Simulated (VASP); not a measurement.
# ZnGa23N24 (a cell with a defect) in VASP: a series of runs

One crystal, ZnGa23N24 (a cell with a defect), is run at these levels: PBE, HSE06; tasks: relaxation of the atoms, single point.

All numbers are computed with VASP 6.6.1; they aren't measurements. Logs are shortened: lines on timing, memory, paths and dates and some standing lists are left out, and cuts for length are marked.

## (1) The structure

The cell holds a defect, 48 atoms: a = 8.302 Å, b = 8.302 Å, c = 8.302 Å, α = 84.34°, β = 84.34°, γ = 84.34°.

## (2) Relaxation of the atoms, PBE, collinear spin, ferromagnetic start

The input, INCAR:

```
PREC = Normal
ENCUT = 450
EDIFF = 1E-6
ISMEAR = 0
SIGMA = 0.01
LREAL = Auto
LASPH = True
NELM = 150
ALGO = Normal
ISIF = 2
LWAVE = False
LCHARG = False
ISPIN = 2
MAGMOM = 0.2 0 0 0 0 0 0 0 0 0 0 0 0 0 0 0 0 0 0 0 0 0 0 0 0 0 0 0 0 0 0 0 0 0 0.2 0 0.2 0.2 0 0 0.2 0 0 0 0 0 0 0
LORBIT = 11
GGA = PE
IBRION = 2
NSW = 70
EDIFFG = -0.025
AMIX = 0.2
BMIX = 1E-4
AMIX_MAG = 0.8
BMIX_MAG = 1E-4
ICORELEVEL = 1
ISYM = 0
LUSENCCL = False
```

The input, KPOINTS:

```
regular mesh
0
Monkhorst-Pack
  2 2 2
```

The input, POSCAR:

```
ZnGa23N24
1.0
   -3.2177240000     -5.5732640000      5.2440550000
    6.4354500000      0.0000000000      5.2440550000
   -3.2177260000      5.5732640000      5.2440550000
Zn Ga N
1 23 24
Direct
    0.8209767200      0.4977647900      0.6624891600
    0.6663953300      0.3330618300      0.9997288300
    0.9997286700      0.6663951700      0.3330621700
    0.6663953300      0.8330618300      0.4997288300
    0.9997286700      0.1663951700      0.8330621700
    0.1663953300      0.3330618300      0.4997288300
    0.4997286700      0.6663951700      0.8330621700
    0.8330620000      0.9997285000      0.1663955000
    0.3330620000      0.4997285000      0.1663955000
    0.3330620000      0.9997285000      0.6663955000
    0.1663953300      0.8330618300      0.9997288300
    0.4997286700      0.1663951700      0.3330621700
    0.6663953300      0.4997288300      0.3330618300
    0.4997286700      0.3330621700      0.6663951700
    0.8330620000      0.6663955000      0.9997285000
    0.4997286700      0.8330621700      0.1663951700
    0.8330620000      0.1663955000      0.4997285000
    0.9997286700      0.3330621700      0.1663951700
    0.3330620000      0.6663955000      0.4997285000
    0.6663953300      0.9997288300      0.8330618300
    0.1663953300      0.4997288300      0.8330618300
    0.1663953300      0.9997288300      0.3330618300
    0.9997286700      0.8330621700      0.6663951700
    0.3330620000      0.1663955000      0.9997285000
    0.6252713300      0.2919378300      0.4586048300
    0.4586046700      0.1252711700      0.7919381700
    0.7919380000      0.4586045000      0.1252715000
    0.4586046700      0.6252711700      0.2919381700
    0.7919380000      0.9586045000      0.6252715000
    0.9586046700      0.1252711700      0.2919381700
    0.2919380000      0.4586045000      0.6252715000
    0.6252713300      0.7919378300      0.9586048300
    0.1252713300      0.2919378300      0.9586048300
    0.1252713300      0.7919378300      0.4586048300
    0.9696928300      0.6162011600      0.7891094400
    0.2919380000      0.9586045000      0.1252715000
    0.7905441700      0.6288292300      0.4551161000
    0.6362159600      0.4632874700      0.7870365600
    0.9586046700      0.7919381700      0.1252711700
    0.6252713300      0.9586048300      0.2919378300
    0.9565568800      0.3005778400      0.6275825400
    0.1252713300      0.4586048300      0.2919378300
    0.4586046700      0.7919381700      0.6252711700
    0.7919380000      0.1252715000      0.9586045000
    0.2919380000      0.6252715000      0.9586045000
    0.2919380000      0.1252715000      0.4586045000
    0.1252713300      0.9586048300      0.7919378300
    0.4586046700      0.2919381700      0.1252711700
```

Potentials or basis: VASP PAW PBE potentials, release 64 (Zn, Ga_d, N).

Started as:

```sh
cat potpaw_PBE.64/Zn/POTCAR potpaw_PBE.64/Ga_d/POTCAR potpaw_PBE.64/N/POTCAR > POTCAR
mpirun -np 1 vasp_std > vasp.out
```

OUTCAR:

```text
PREC = Normal
   ENCUT = 450
   EDIFF = 1E-6
   ISMEAR = 0
   LREAL = Auto
   LASPH = True
   NELM = 150
   ISIF = 2
   ISPIN = 2
   LORBIT = 11
   GGA = PE
   IBRION = 2
   NSW = 70
   EDIFFG = -0.025
   AMIX = 0.2
   AMIX_MAG = 0.8
   ISYM = 0

 ion  position               nearest neighbor table
   1  0.821  0.498  0.662-  38 1.79  41 1.92  37 1.97  35 2.07
   2  0.666  0.333  1.000-  44 1.97  48 1.97  27 1.98  38 2.00
   3  1.000  0.666  0.333-  37 1.96  42 1.97  39 1.97  34 1.98
   4  0.666  0.833  0.500-  37 1.94  43 1.97  40 1.97  29 1.98
   5  1.000  0.166  0.833-  47 1.97  44 1.97  33 1.98  41 1.99
   6  0.166  0.333  0.500-  46 1.97  42 1.97  31 1.98  41 1.98
[... 40 lines left out ...]
  47  0.125  0.959  0.792-   5 1.97  10 1.97  11 1.97  23 1.98
  48  0.459  0.292  0.125-   9 1.97   2 1.97  12 1.97  24 1.98

IMPORTANT INFORMATION: All symmetrisations will be switched off!
NOSYMM: (Re-)initialisation of all symmetry stuff for point group C_1.

----------------------------------------------------------------------------------------

                                     Primitive cell

  volume of cell :     564.2571

  direct lattice vectors                    reciprocal lattice vectors
    -3.217724000 -5.573264000  5.244055000    -0.051796430 -0.089714044  0.063564042
     6.435450000  0.000000000  5.244055000     0.103592859  0.000000019  0.063564042
    -3.217726000  5.573264000  5.244055000    -0.051796430  0.089714025  0.063564042

  length of vectors
     8.301513850  8.301513690  8.301514625     0.121539571  0.121539574  0.121539557

  position of ions in fractional coordinates (direct lattice)
     0.820976720  0.497764790  0.662489160
     0.666395330  0.333061830  0.999728830
     0.999728670  0.666395170  0.333062170
     0.666395330  0.833061830  0.499728830
     0.999728670  0.166395170  0.833062170
     0.166395330  0.333061830  0.499728830
[... 40 lines left out ...]
     0.125271330  0.958604830  0.791937830
     0.458604670  0.291938170  0.125271170

  ion indices of the primitive-cell ions
   primitive index   ion index
                 1           1
                 2           2
                 3           3
                 4           4
                 5           5
                 6           6
[... 40 lines left out ...]
                47          47
                48          48

----------------------------------------------------------------------------------------

 KPOINTS: regular mesh

Automatic generation of k-mesh.
 Grid dimensions read from file:
 generate k-points for:    2    2    2

 Generating k-lattice:

  Cartesian coordinates                     Fractional coordinates (reciprocal lattice)
    -0.025898215 -0.044857022  0.031782021     0.500000000  0.000000000  0.000000000
     0.051796430  0.000000009  0.031782021     0.000000000  0.500000000  0.000000000
    -0.025898215  0.044857013  0.031782021     0.000000000  0.000000000  0.500000000
[... 328 lines left out ...]
  FREE ENERGIE OF THE ION-ELECTRON SYSTEM (eV)
  ---------------------------------------------------
  free  energy   TOTEN  =      -287.7550002378 eV

  energy  without entropy=     -287.7548289321  energy(sigma->0) =     -287.75491458

[... ionic steps 4 to 10 ...]

--------------------------------------- Ionic step       11  -------------------------------------------

 number of electron     431.0000809 magnetization      -0.0000000

------------------------ aborting loop because EDIFF is reached ----------------------------------------
[... 163 lines left out ...]
 number of electron     431.0000811 magnetization      -0.0000000

 number of electron     431.0000811 magnetization       0.0000000

 Free energy of the ion-electron system (eV)
  ---------------------------------------------------
  ext. energy  EPLUGINS =         0.00000000
  ---------------------------------------------------
  free energy    TOTEN  =      -287.83283911 eV

  energy without entropy =     -287.83283910  energy(sigma->0) =     -287.83283910

 the core state eigenenergies are
   1-  1s  -9514.0784  2s  -1147.6492  2p   -993.2937  3s   -118.8875  3p    -73.0608

   2-  1s -10217.4460  2s  -1250.8451  2p  -1087.3022  3s   -137.1401  3p    -87.8854

   3-  1s -10217.4459  2s  -1250.8446  2p  -1087.3018  3s   -137.1397  3p    -87.8850
[... 65 lines left out ...]
  47-  1s   -370.4883
  48-  1s   -370.5413

 E-fermi :   4.7856     XC(G=0): -11.5036

 val. band max:        4.7491651741   @ k =   0.2500   0.2500  -0.2500
 cond. band min:       4.8210615720   @ k =   0.2500   0.2500   0.2500
 fundamental gap:      0.0718963978
 Fermi energy:         4.7856072376

 spin component 1

 k-point     1 :       0.2500    0.2500    0.2500
  band No.  band energies     occupation
      1     -10.7079      1.00000
      2     -10.3210      1.00000
      3     -10.3039      1.00000
      4     -10.2745      1.00000
      5     -10.1401      1.00000
      6     -10.1215      1.00000
[... 909 lines left out ...]
    226      10.0186      0.00000
    227      10.0929      0.00000
 Fermi energy:         4.7856072376

 spin component 2

 k-point     1 :       0.2500    0.2500    0.2500
  band No.  band energies     occupation
      1     -10.7079      1.00000
      2     -10.3210      1.00000
      3     -10.3039      1.00000
      4     -10.2745      1.00000
      5     -10.1401      1.00000
      6     -10.1215      1.00000
[... 909 lines left out ...]
    226      10.0186      0.00000
    227      10.0929      0.00000
 [bands above 227 left out]

------------------------ aborting loop because EDIFF is reached ----------------------------------------

  FORCE on cell =-STRESS in cart. coord.  units (eV):
  Direction    XX          YY          ZZ          XY          YZ          ZX
  --------------------------------------------------------------------------------------
  -------------------------------------------------------------------------------------
  Total       -2.1659270     -2.1992013      1.0555783      0.0215308      0.0096933     -0.0021495
  in kB       -6.1500319     -6.2445126      2.9972572      0.0611355      0.0275237     -0.0061034
  external PRESSURE =      -3.1324291 kB  Pullay stress =       0.0000000 kB
[... 63 lines left out ...]
  FREE ENERGIE OF THE ION-ELECTRON SYSTEM (eV)
  ---------------------------------------------------
  free  energy   TOTEN  =      -287.8328391070 eV

  energy  without entropy=     -287.8328390963  energy(sigma->0) =     -287.83283910

 reached required accuracy - stopping structural energy minimisation

 total charge

# of ion       s       p       d       tot
------------------------------------------
    1        0.518   0.555   9.836  10.909
    2        0.785   0.869  10.164  11.818
    3        0.785   0.868  10.164  11.816
    4        0.785   0.868  10.164  11.817
    5        0.785   0.868  10.164  11.817
    6        0.785   0.868  10.164  11.817
[... 40 lines left out ...]
   47        1.234   2.479   0.000   3.714
   48        1.234   2.478   0.000   3.712
--------------------------------------------------
tot         48.152  79.971 243.579 371.702

 magnetization (x)

# of ion       s       p       d       tot
------------------------------------------
    1       -0.000  -0.000  -0.000  -0.000
    2        0.000  -0.000   0.000   0.000
    3       -0.000   0.000  -0.000   0.000
    4       -0.000  -0.000   0.000  -0.000
    5        0.000   0.000  -0.000  -0.000
    6       -0.000  -0.000   0.000  -0.000
[... 40 lines left out ...]
   47        0.000  -0.000   0.000   0.000
   48       -0.000  -0.000   0.000  -0.000
--------------------------------------------------
tot          0.000   0.000  -0.000   0.000
```

Wall time 1.8 h (1 × NVIDIA H100 80GB with 1 thread of AMD EPYC 7R13 (Zen 3), shared host); peak memory 1.8 GiB.

What came out:

```yaml
Free_energy: -287.8328 eV
Energy_gained_by_relaxing: 15.2 meV/atom
Ionic_steps: 13
Largest_force_after_relaxing: 0.020 eV/Å
Net_moment: 0.00 μB per cell
Valence_electrons_inside_the_program's_atomic_spheres: Zn 10.91; Ga 11.82, 11.81; N 3.71
```

Forces in eV/Å, atoms in the order of the input:
```
Zn  -0.005  0.015 -0.001
Ga  -0.002  0.004  0.000
Ga  -0.012  0.005  0.008
Ga  -0.004 -0.005  0.000
Ga   0.002 -0.005 -0.006
Ga  -0.003 -0.003 -0.010
Ga  -0.001 -0.001  0.002
Ga  -0.001  0.006  0.001
Ga  -0.005 -0.002  0.003
Ga   0.002 -0.007 -0.010
Ga   0.004  0.005  0.002
Ga  -0.009 -0.001 -0.018
Ga  -0.008  0.008 -0.002
Ga   0.006 -0.001  0.001
Ga   0.005  0.001 -0.001
Ga   0.004 -0.001  0.004
Ga   0.006  0.005 -0.002
Ga   0.011  0.001  0.005
Ga   0.001  0.001 -0.004
Ga   0.003 -0.004 -0.002
Ga  -0.003 -0.006  0.006
Ga   0.002  0.000  0.005
Ga  -0.002  0.007  0.002
Ga   0.007 -0.001  0.000
N    0.001 -0.001 -0.010
N    0.006 -0.006 -0.005
N    0.004  0.009  0.009
N   -0.008  0.004  0.003
N    0.002 -0.002  0.003
N    0.013  0.004  0.002
N    0.001 -0.003  0.000
N    0.003 -0.009  0.004
N    0.009  0.002  0.000
N    0.000  0.002  0.007
N   -0.001  0.005  0.006
N    0.006 -0.001 -0.007
N   -0.003 -0.003 -0.004
N   -0.001 -0.007 -0.003
N   -0.007  0.004 -0.002
N   -0.012 -0.003  0.002
N   -0.004 -0.006  0.003
N    0.000 -0.006  0.004
N   -0.004 -0.001 -0.004
N   -0.004 -0.001 -0.001
N   -0.001  0.001  0.001
N   -0.003  0.004  0.004
N   -0.003 -0.003  0.001
N    0.007 -0.005  0.003
```

The path:
```tsv
step	energy change (eV)	largest force (eV/Å)	pressure (GPa)
1	0.0000	4.1267	-0.11
2	-0.6280	0.7802	-0.27
3	-0.6540	0.6605	-0.33
4	-0.6542	0.6660	-0.33
5	-0.7112	0.2477	-0.32
6	-0.7114	0.2593	-0.32
7	-0.7240	0.1137	-0.32
8	-0.7248	0.1140	-0.33
9	-0.7287	0.0841	-0.32
10	-0.7292	0.0772	-0.32
11	-0.7310	0.0358	-0.31
12	-0.7313	0.0343	-0.32
13	-0.7318	0.0198	-0.31
```

Final structure:
```yaml
crystal:
  lattice:
    - [-3.21772, -5.57326, 5.24406]
    - [6.43545, 0.00000, 5.24406]
    - [-3.21773, 5.57326, 5.24406]
  atoms:
    - { symbol: Zn, position: [0.83401, 0.50080, 0.66646] }
    - { symbol: Ga, position: [0.66624, 0.33385, 0.99818] }
    - { symbol: Ga, position: [0.99870, 0.66689, 0.33364] }
    - { symbol: Ga, position: [0.66698, 0.83224, 0.49917] }
    - { symbol: Ga, position: [0.00009, 0.16770, 0.83187] }
    - { symbol: Ga, position: [0.16532, 0.33305, 0.50022] }
    - { symbol: Ga, position: [0.50097, 0.66549, 0.83304] }
    - { symbol: Ga, position: [0.83309, 0.00002, 0.16590] }
    - { symbol: Ga, position: [0.33281, 0.49982, 0.16630] }
    - { symbol: Ga, position: [0.33336, 0.99983, 0.66623] }
    - { symbol: Ga, position: [0.16648, 0.83304, 0.99922] }
    - { symbol: Ga, position: [0.50031, 0.16728, 0.33336] }
    - { symbol: Ga, position: [0.66728, 0.50085, 0.33264] }
    - { symbol: Ga, position: [0.50004, 0.33382, 0.66709] }
    - { symbol: Ga, position: [0.83478, 0.66630, 0.99862] }
    - { symbol: Ga, position: [0.49993, 0.83287, 0.16623] }
    - { symbol: Ga, position: [0.83420, 0.16647, 0.50024] }
    - { symbol: Ga, position: [0.99958, 0.33310, 0.16585] }
    - { symbol: Ga, position: [0.33284, 0.66617, 0.49978] }
    - { symbol: Ga, position: [0.66684, 0.99930, 0.83264] }
    - { symbol: Ga, position: [0.16573, 0.50122, 0.83278] }
    - { symbol: Ga, position: [0.16640, 0.99974, 0.33291] }
    - { symbol: Ga, position: [0.99987, 0.83246, 0.66748] }
    - { symbol: Ga, position: [0.33333, 0.16642, 0.99940] }
    - { symbol: N, position: [0.62553, 0.29214, 0.45836] }
    - { symbol: N, position: [0.45876, 0.12451, 0.79169] }
    - { symbol: N, position: [0.79191, 0.45805, 0.12409] }
    - { symbol: N, position: [0.45783, 0.62519, 0.29155] }
    - { symbol: N, position: [0.79154, 0.95789, 0.62479] }
    - { symbol: N, position: [0.95865, 0.12500, 0.29094] }
    - { symbol: N, position: [0.29135, 0.45838, 0.62462] }
    - { symbol: N, position: [0.62571, 0.79185, 0.95879] }
    - { symbol: N, position: [0.12583, 0.29221, 0.95841] }
    - { symbol: N, position: [0.12536, 0.79223, 0.45855] }
    - { symbol: N, position: [0.96269, 0.62927, 0.79540] }
    - { symbol: N, position: [0.29211, 0.95858, 0.12507] }
    - { symbol: N, position: [0.79021, 0.62925, 0.45122] }
    - { symbol: N, position: [0.61856, 0.45711, 0.79518] }
    - { symbol: N, position: [0.95916, 0.79314, 0.12532] }
    - { symbol: N, position: [0.62466, 0.95972, 0.29108] }
    - { symbol: N, position: [0.96224, 0.28521, 0.62336] }
    - { symbol: N, position: [0.12480, 0.45868, 0.29161] }
    - { symbol: N, position: [0.45853, 0.79176, 0.62505] }
    - { symbol: N, position: [0.79203, 0.12533, 0.95794] }
    - { symbol: N, position: [0.29258, 0.62578, 0.95928] }
    - { symbol: N, position: [0.29279, 0.12495, 0.45778] }
    - { symbol: N, position: [0.12634, 0.95936, 0.79207] }
    - { symbol: N, position: [0.45818, 0.29153, 0.12579] }
```

Core levels (eV, on the scale of the bands):
| atom | levels |
| --- | --- |
| 1 Zn | 1s -9514.1, 2s -1147.6, 2p -993.3, 3s -118.9, 3p -73.1 |
| 2 Ga | 1s -10217.4, 2s -1250.8, 2p -1087.3, 3s -137.1, 3p -87.9 |
| 3 Ga | 1s -10217.4, 2s -1250.8, 2p -1087.3, 3s -137.1, 3p -87.9 |
| 4 Ga | 1s -10217.4, 2s -1250.8, 2p -1087.3, 3s -137.1, 3p -87.9 |
| 5 Ga | 1s -10217.4, 2s -1250.8, 2p -1087.3, 3s -137.1, 3p -87.9 |
| 6 Ga | 1s -10217.4, 2s -1250.8, 2p -1087.3, 3s -137.1, 3p -87.9 |

Caveat: the k mesh is coarse (spacing up to 0.38 Å⁻¹), so the values aren't converged; the cutoff is under 1.25 times the usual one of these potentials, so pressure, stress and relaxed cells hold a basis-set (Pulay) error.

(Continued in part 2 of 2.)
